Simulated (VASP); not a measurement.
Consider the following.

```xyz
4
Lattice="1.5618 -2.7051 0.0000 1.5618 2.7051 0.0000 0.0000 0.0000 5.1326" Properties=species:S:1:pos:R:3 pbc="T T T"
Si     1.5618    -0.9017     2.5648
Si     1.5618     0.9017     5.1311
C      1.5618    -0.9017     4.4925
C      1.5618     0.9017     1.9262
```

All values below come from vdW-DF2, VASP's PBE PAW potentials (set 64) (plane waves; VASP). Settings: 520 eV cut-off, 7×7×4 Γ-centred mesh, Gaussian smearing of 0.050 eV, potentials Si C.

**Question.** Estimate the energy per atom (σ→0).

**Answer.** 
```yaml
energy per atom (σ→0): -5.804 eV/atom
```

Total energies compare only between runs with the same potentials, cut-off and functional.

The compound is SiC in the wurtzite structure, the rare 2H polytype. It was relaxed first. The start is the result of an earlier pass.
